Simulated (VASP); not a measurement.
Computed with optB88-vdW, VASP's PBE PAW potentials (set 64) (plane waves; VASP).

The input files of a VASP run:

File KPOINTS:
```
Regular mesh
0
gamma
  16 16 16
0 0 0
```

**INCAR**
```
SYSTEM = Rh
PREC = Accurate
ENCUT = 520
EDIFF = 1E-7
NELM = 100
ALGO = Normal
LREAL = .FALSE.
LASPH = .TRUE.
ISMEAR = 1
SIGMA = 0.1
GGA = BO
PARAM1 = 0.1833333333
PARAM2 = 0.22
LUSE_VDW = .TRUE.
AGGAC = 0.0
LMAXMIX = 4
LWAVE = .FALSE.
LCHARG = .FALSE.
ISIF = 2
```

File POSCAR:
```
Rh
1
    0.0000000000     1.9148005699     1.9148005699
    1.9148005699     0.0000000000     1.9148005699
    1.9148005699     1.9148005699     0.0000000000
Rh
1
Direct
  0.0000000000   0.0000000000   0.0000000000
```

POTCAR, in this order: Rh_pv (PBE.64 set). Program: vasp_std.

What VASP printed:

OUTCAR:
```
 ion  position               nearest neighbor table
   1  0.000  0.000  0.000-
  LATTYP: Found a face centered cubic cell.
 ALAT       =     3.8296011398
 Subroutine PRICEL returns:
 Original cell was already a primitive cell.
 Subroutine GETGRP returns: Found 48 space group operations
The static configuration has the point symmetry O_h .
The dynamic configuration has the point symmetry O_h .
 Subroutine INISYM returns: Found 48 space group operations
 Subroutine IBZKPT returns following result:
 Found    145 irreducible k-points:

 Following reciprocal coordinates:
            Coordinates               Weight
  0.000000  0.000000  0.000000      1.000000
  0.062500  0.000000  0.000000      8.000000
  0.125000  0.000000  0.000000      8.000000
  0.187500  0.000000  0.000000      8.000000
  0.250000  0.000000  0.000000      8.000000
  0.312500  0.000000  0.000000      8.000000
  0.375000  0.000000  0.000000      8.000000
  0.437500  0.000000  0.000000      8.000000
  0.500000  0.000000  0.000000      4.000000
  0.062500  0.062500  0.000000      6.000000
  0.125000  0.062500  0.000000     24.000000
  0.187500  0.062500  0.000000     24.000000
  0.250000  0.062500  0.000000     24.000000
  0.312500  0.062500  0.000000     24.000000
  0.375000  0.062500  0.000000     24.000000
  0.437500  0.062500  0.000000     24.000000
  0.500000  0.062500  0.000000     24.000000
 -0.437500  0.062500  0.000000     24.000000
 -0.375000  0.062500  0.000000     24.000000
 -0.312500  0.062500  0.000000     24.000000
 -0.250000  0.062500  0.000000     24.000000
 -0.187500  0.062500  0.000000     24.000000
 -0.125000  0.062500  0.000000     24.000000
 -0.062500  0.062500  0.000000     12.000000
  0.125000  0.125000  0.000000      6.000000
...
```

File OSZICAR:
```
       N       E                     dE             d eps       ncg     rms          rms(c)
DAV:   1     0.118268543854E+03    0.11827E+03   -0.94873E+03  3214   0.146E+03
DAV:   2    -0.282776693624E+01   -0.12110E+03   -0.11601E+03  3244   0.387E+02
DAV:   3    -0.429541613786E+01   -0.14676E+01   -0.14584E+01  3712   0.486E+01
DAV:   4    -0.430444152508E+01   -0.90254E-02   -0.90242E-02  3519   0.391E+00
DAV:   5    -0.430459001012E+01   -0.14849E-03   -0.14848E-03  3674   0.469E-01    0.931E+00
DAV:   6    -0.388010044311E+01    0.42449E+00   -0.10240E+00  3349   0.148E+01    0.327E+00
DAV:   7    -0.386550741703E+01    0.14593E-01   -0.15409E-02  3643   0.157E+00    0.161E+00
DAV:   8    -0.386192984613E+01    0.35776E-02   -0.30704E-03  3352   0.895E-01    0.138E-01
DAV:   9    -0.386185663654E+01    0.73210E-04   -0.55745E-05  3739   0.118E-01    0.176E-02
DAV:  10    -0.386186287135E+01   -0.62348E-05   -0.49604E-06  3382   0.318E-02    0.197E-03
DAV:  11    -0.386186292307E+01   -0.51718E-07   -0.12680E-07  2354   0.518E-03
   1 F= -.38618629E+01 E0= -.38617456E+01  d E =-.351972E-03
```

OUTCAR:
```
------------------------ aborting loop because EDIFF is reached ----------------------------------------
  FORCE on cell =-STRESS in cart. coord.  units (eV):
  Direction    XX          YY          ZZ          XY          YZ          ZX
  --------------------------------------------------------------------------------------
  Total        0.0098638      0.0098638      0.0098638      0.0000000      0.0000000      0.0000000
  in kB        1.1255194      1.1255194      1.1255194      0.0000000      0.0000000      0.0000000
  external PRESSURE =       1.1255194 kB  Pullay stress =       0.0000000 kB
  volume of cell :       14.04
      direct lattice vectors                 reciprocal lattice vectors
     0.000000000  1.914800570  1.914800570    -0.261123799  0.261123799  0.261123799
     1.914800570  0.000000000  1.914800570     0.261123799 -0.261123799  0.261123799
     1.914800570  1.914800570  0.000000000     0.261123799  0.261123799 -0.261123799
 POSITION                                       TOTAL-FORCE (eV/Angst)
 -----------------------------------------------------------------------------------
      0.00000      0.00000      0.00000         0.000000     -0.000000      0.000000
 -----------------------------------------------------------------------------------
    total drift:                                0.000000      0.000000      0.000000
  FREE ENERGIE OF THE ION-ELECTRON SYSTEM (eV)
  ---------------------------------------------------
  free  energy   TOTEN  =        -3.8618629231 eV

  energy  without entropy=       -3.8615109507  energy(sigma->0) =       -3.86174560
```
(Selected blocks of OUTCAR.)

The compound is Rh in the fcc structure. It was relaxed first.
